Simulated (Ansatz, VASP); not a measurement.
# Cross-check of La2ZnNiI between VASP and Ansatz, part 2 of 2

One calculation is typed for both programs; each brings its own data sets and cutoff. How far apart do they land? The cell is invented: As first built, before any earlier steps moved the atoms (in the runner's words): it takes the La2Ni2I structure with some of its atoms replaced by other elements, volume scaled by an estimate. It may not be a known or stable phase. The cell is taken from a series of VASP runs on this material, whose earlier steps may have relaxed, scaled or displaced it; both programs get it as it stands.

VASP 6.6.1 and Ansatz 0.2.0.

So far. Step 2 (Ansatz: single point, PBE): The run ends at a pressure of 0.24 GPa, with forces up to 0.025 eV/Å.

## (3) VASP: single point, PBE

Level of this step: PBE, spin-polarised from a ferromagnetic start (one magnetic atom a cell); plane waves and PAW (La, I, Zn, Ni); invented cell (VASP).

The same cell, functional, mesh and smearing now go to VASP, with its own data sets and cutoff.

Lines of VASP's logs that name or quote its potential files are left out, and so is its time.

Contents of INCAR:

```
SYSTEM = La2ZnNiI
PREC = Accurate
ENCUT = 350
EDIFF = 1E-06
NELM = 150
ISMEAR = 0
SIGMA = 0.05
LREAL = .FALSE.
ALGO = Normal
GGA = PE
NBANDS = 34
ISPIN = 2
MAGMOM = 0 0 0 0 1
LMAXMIX = 6
LORBIT = 11
LWAVE = .FALSE.
LCHARG = .TRUE.
AMIX = 0.2
BMIX = 1E-04
AMIX_MAG = 0.8
BMIX_MAG = 1E-04
```

Contents of POSCAR:

```
La2ZnNiI
1.0
    4.2840482730     -0.0000000059      0.0000000000
   -2.1420246467      3.7100945688      0.0000000000
    0.0000000000      0.0000000000      8.8222127959
La I Zn Ni
2 1 1 1
Direct
    0.0000000000      0.0000000000      0.2096690925
    0.0000000000      0.0000000000      0.7903309075
    0.6666666700      0.3333333300      0.5000000000
    0.6666666700      0.3333333300      0.0000000000
    0.3333333300      0.6666666700      0.0000000000
```

Contents of KPOINTS:

```
Automatic mesh
0
Gamma
5 5 2
0 0 0
```

The projector-augmented-wave data sets are La, I, Zn and Ni (PBE family, release 64).

Run with:

```sh
$ mpirun -np 1 vasp_std
```

Numbers of over 12 decimals in the logs are rounded to 6 here.

Log:

```text
[banner, memory and clock lines left out]
running    1 mpi-ranks, on    1 nodes
 distrk:  each k-point on    1 cores,    1 groups
 distr:  one band on    1 cores,    1 groups

 POSCAR found type information on POSCAR LaI ZnNi
 POSCAR found :  4 types and       5 ions
 LDA part: xc-table for (Slater+PW92), standard interpolation
 POSCAR, INCAR and KPOINTS ok, starting setup
 FFT: planning ... GRIDC
 FFT: planning ... GRID_SOFT
 FFT: planning ... GRID
 WAVECAR not read
 entering main loop
       N       E                     dE             d eps       ncg     rms          rms(c)
DAV:   1     0.437719667249E+03    0.43772E+03   -0.15488E+04  1360   0.158E+03
DAV:   2     0.696323859024E+02   -0.36809E+03   -0.35560E+03  1736   0.329E+02
DAV:   3    -0.121591295596E+02   -0.81792E+02   -0.78877E+02  1888   0.166E+02
DAV:   4    -0.231070777366E+02   -0.10948E+02   -0.10484E+02  2614   0.553E+01
DAV:   5    -0.240296539686E+02   -0.92258E+00   -0.91317E+00  2384   0.174E+01    0.151E+01
DAV:   6    -0.239269877351E+02    0.10267E+00   -0.42269E+01  2280   0.554E+01    0.145E+01
DAV:   7    -0.213499088553E+02    0.25771E+01   -0.96939E+00  2000   0.449E+01    0.515E+00
DAV:   8    -0.218760008447E+02   -0.52609E+00   -0.73213E+00  2392   0.155E+01    0.895E+00
DAV:   9    -0.214914954275E+02    0.38451E+00   -0.28201E+00  2328   0.133E+01    0.248E+00
DAV:  10    -0.214919741460E+02   -0.47872E-03   -0.26199E-01  2208   0.310E+00    0.162E+00
DAV:  11    -0.214866626068E+02    0.53115E-02   -0.12003E-01  2240   0.202E+00    0.656E-01
DAV:  12    -0.214873233128E+02   -0.66071E-03   -0.24000E-02  2520   0.964E-01    0.393E-01
DAV:  13    -0.214883902283E+02   -0.10669E-02   -0.59700E-03  2464   0.504E-01    0.263E-01
DAV:  14    -0.214884891864E+02   -0.98958E-04   -0.28183E-03  2200   0.343E-01    0.157E-01
DAV:  15    -0.214884386639E+02    0.50523E-04   -0.53687E-04  2552   0.174E-01    0.873E-02
DAV:  16    -0.214884254302E+02    0.13234E-04   -0.21597E-04  2336   0.968E-02    0.410E-02
DAV:  17    -0.214884151915E+02    0.10239E-04   -0.35099E-05  2304   0.467E-02    0.202E-02
DAV:  18    -0.214884123692E+02    0.28223E-05   -0.17354E-05  2344   0.288E-02    0.523E-03
DAV:  19    -0.214884124843E+02   -0.11509E-06   -0.41681E-06  1664   0.187E-02
   1 F= -.21488412E+02 E0= -.21483467E+02  d E =-.989139E-02  mag=    -0.0212
```

Parts of OUTCAR (step 3):

```text
ion  position               nearest neighbor table
   1  0.000  0.000  0.210-   4 3.09   5 3.09   4 3.09   5 3.09   4 3.09   5 3.09   3 3.56   3 3.56
                             3 3.56
   2  0.000  0.000  0.790-   4 3.09   5 3.09   4 3.09   5 3.09   4 3.09   5 3.09   3 3.56   3 3.56
                             3 3.56
   3  0.667  0.333  0.500-   1 3.56   2 3.56   1 3.56   2 3.56   1 3.56   2 3.56
   4  0.667  0.333  0.000-   5 2.47   5 2.47   5 2.47   1 3.09   2 3.09   1 3.09   2 3.09   1 3.09
                             2 3.09
   5  0.333  0.667  0.000-   4 2.47   4 2.47   4 2.47   2 3.09   1 3.09   2 3.09   1 3.09   1 3.09
                             2 3.09

  LATTYP: Found a hexagonal cell.
 ALAT       =     4.2840482730
 C/A-ratio  =     2.0593168503

 Subroutine GETGRP returns: Found 12 space group operations
 (whereof 12 operations were pure point group operations)

The static configuration has the point symmetry D_3h.

 Found     10 irreducible k-points:

   k-points           NKPTS =     10   k-points in BZ     NKDIM =     10   number of bands    NBANDS=     34

   dimension x,y,z NGX =    28 NGY =   28 NGZ =   54
   dimension x,y,z NGXF=    56 NGYF=   56 NGZF=  108

   ENCUT  =  350.0 eV  25.72 Ry    5.07 a.u.   6.53  6.53 13.46*2*pi/ulx,y,z

   NELECT =      51.0000    total number of electrons

 k-points in reciprocal lattice and weights: Automatic mesh
   0.00000000  0.00000000  0.00000000       0.020
   0.20000000  0.00000000  0.00000000       0.120
   0.40000000  0.00000000  0.00000000       0.120
   0.20000000  0.20000000  0.00000000       0.120
   0.40000000  0.20000000  0.00000000       0.120
   0.00000000  0.00000000  0.50000000       0.020
   0.20000000  0.00000000  0.50000000       0.120
   0.40000000  0.00000000  0.50000000       0.120
   0.20000000  0.20000000  0.50000000       0.120
   0.40000000  0.20000000  0.50000000       0.120

 average (electrostatic) potential at core
       1 -97.5660       2 -97.5660       3 -90.7002       4 -32.3455       5 -84.1608

 E-fermi :   6.9401

 spin component 1
 k-point     1 :       0.0000    0.0000    0.0000
  band No.  band energies     occupation
    ...
     20       4.7737      1.00000
     21       4.9163      1.00000
     22       5.2272      1.00000
     23       5.2272      1.00000
     24       5.7285      1.00000
     25       7.0572      0.00046
     26       7.4838      0.00000
     27       7.4838      0.00000
     28       8.2161      0.00000
     29       8.3685      0.00000
    ...

 k-point     2 :       0.2000    0.0000    0.0000
  band No.  band energies     occupation
    ...
     21       5.0461      1.00000
     22       5.1704      1.00000
     23       5.2878      1.00000
     24       6.1076      1.00000
     25       6.4536      1.00000
     26       7.3411      0.00000
     27       7.3568      0.00000
     28       7.6909      0.00000
     29       8.1595      0.00000
     30       8.4920      0.00000
    ...

 k-point     3 :       0.4000    0.0000    0.0000
  band No.  band energies     occupation
    ...
     21       5.2070      1.00000
     22       5.3515      1.00000
     23       5.3684      1.00000
     24       5.7172      1.00000
     25       6.5699      1.00000
     26       6.9530      0.35772
     27       7.2375      0.00000
     28       7.8085      0.00000
     29       8.3679      0.00000
     30       8.5312      0.00000
    ...

 k-point     4 :       0.2000    0.2000    0.0000
  band No.  band energies     occupation
    ...
     22       5.3027      1.00000
     23       5.3794      1.00000
     24       5.8653      1.00000
     25       6.7694      1.00000
     26       6.7967      0.99998
     27       7.2245      0.00000
     28       7.6077      0.00000
     29       8.1322      0.00000
     30       8.4219      0.00000
     31       8.5630      0.00000
    ...

 k-point     5 :       0.4000    0.2000    0.0000
  band No.  band energies     occupation
    ...
     21       5.2467      1.00000
     22       5.4118      1.00000
     23       5.5191      1.00000
     24       5.6387      1.00000
     25       6.6110      1.00000
     26       6.9418      0.48144
     27       7.7053      0.00000
     28       7.7212      0.00000
     29       8.1069      0.00000
     30       8.3480      0.00000
    ...

 k-point     6 :       0.0000    0.0000    0.5000
  band No.  band energies     occupation
    ...
     20       4.7753      1.00000
     21       4.7753      1.00000
     22       5.0370      1.00000
     23       5.2708      1.00000
     24       5.2708      1.00000
     25       7.2997      0.00000
     26       7.2997      0.00000
     27       7.6375      0.00000
     28       8.0042      0.00000
     29       8.3668      0.00000
    ...

  Total        0.1929610      0.1929610      0.0531393     -0.0000000      0.0000000     -0.0000000
  in kB        2.2047694      2.2047693      0.6071691     -0.0000003      0.0000000     -0.0000000
  external PRESSURE =       1.6722359 kB  Pullay stress =       0.0000000 kB

  energy-cutoff  :      350.00
  volume of cell :      140.22
      direct lattice vectors                 reciprocal lattice vectors
     4.284048273 -0.000000006  0.000000000     0.233424074  0.134767486  0.000000000
    -2.142024647  3.710094569  0.000000000     0.000000000  0.269534909  0.000000000
     0.000000000  0.000000000  8.822212796     0.000000000  0.000000000  0.113350247

 POSITION                                       TOTAL-FORCE (eV/Angst)
 -----------------------------------------------------------------------------------
      0.00000      0.00000      1.84975         0.000000     -0.000000      0.001752
      0.00000      0.00000      6.97247         0.000000     -0.000000     -0.001752
      2.14202      1.23670      4.41111        -0.000000     -0.000000      0.000000
      2.14202      1.23670      0.00000        -0.000000      0.000000      0.000000
     -0.00000      2.47340      0.00000         0.000000     -0.000000      0.000000
 -----------------------------------------------------------------------------------
    total drift:                               -0.000023      0.000014     -0.000000

  FREE ENERGIE OF THE ION-ELECTRON SYSTEM (eV)
  ---------------------------------------------------
  free  energy   TOTEN  =       -21.4884124843 eV

  energy  without entropy=      -21.4785210960  energy(sigma->0) =      -21.48346679

 total charge
# of ion       s       p       d       f       tot
--------------------------------------------------
    1        2.040   5.613   0.742   0.122   8.517
    2        2.040   5.613   0.742   0.122   8.517
    3        1.503   2.800   0.021   0.000   4.323
    4        0.705   0.531   9.680   0.000  10.915
    5        0.535   0.370   8.313   0.000   9.217
--------------------------------------------------
tot          6.822  14.926  19.498   0.245  41.491

 magnetization (x)
# of ion       s       p       d       f       tot
--------------------------------------------------
    1       -0.000  -0.000  -0.003  -0.000  -0.003
    2       -0.000  -0.000  -0.003  -0.000  -0.003
    3        0.000  -0.000  -0.000   0.000  -0.000
    4        0.000  -0.001   0.000   0.000  -0.001
    5        0.000  -0.001  -0.001   0.000  -0.002
--------------------------------------------------
tot         -0.000  -0.003  -0.006  -0.001  -0.010

[... 6 further parts left out ...]
```

The moments of VASP's start collapse, so its state is non-magnetic.

## (4) Differences

Known differences besides the potentials themselves: the data sets hold 69 valence electrons in Ansatz (default PAW (the set named soft_2) files) and 51 in VASP; the cutoff is 420 eV in Ansatz and 350 eV in VASP; VASP leaves aspherical gradient terms in its spheres out (LASPH is not set), Ansatz keeps them. Total energies have different zeros and are not compared.

Both answers:

| quantity | Ansatz | VASP | difference |
| --- | --- | --- | --- |
| pressure (GPa) | 0.24 | 0.17 | +0.07 |
| total moment (μB) | 0.00 | -0.02 | +0.02 |

At this near-relaxed geometry the largest component of a force difference is 27 meV/Å. Ansatz's pressure holds a Pulay correction of 0.02 GPa; VASP's holds none.

## (5) Results

```
difference in total moment (single point, PBE) : 0.023 μB
r.m.s. force difference (single point, PBE)    : 9.7 meV/Å
```

**Reading.** The r.m.s. force difference is 9.7 meV/Å (single point, PBE), within the 12 meV/Å picked in this series as the mark of a large difference. How closely two codes agree says nothing of how well the functional describes the real material.

[Lines on the potential files, build, host, timing and source positions are cut from VASP's logs without a mark.]

[Logs are printed without paths, hosts, clocks, repeated set-up lines and the standing remarks that a program may print on its own settings, such as how far it seeks lower states.]

[Hosts, paths, dates, database ids (printed as entryN), source tags and the programs' standing remarks are cut or masked in the printed files.]
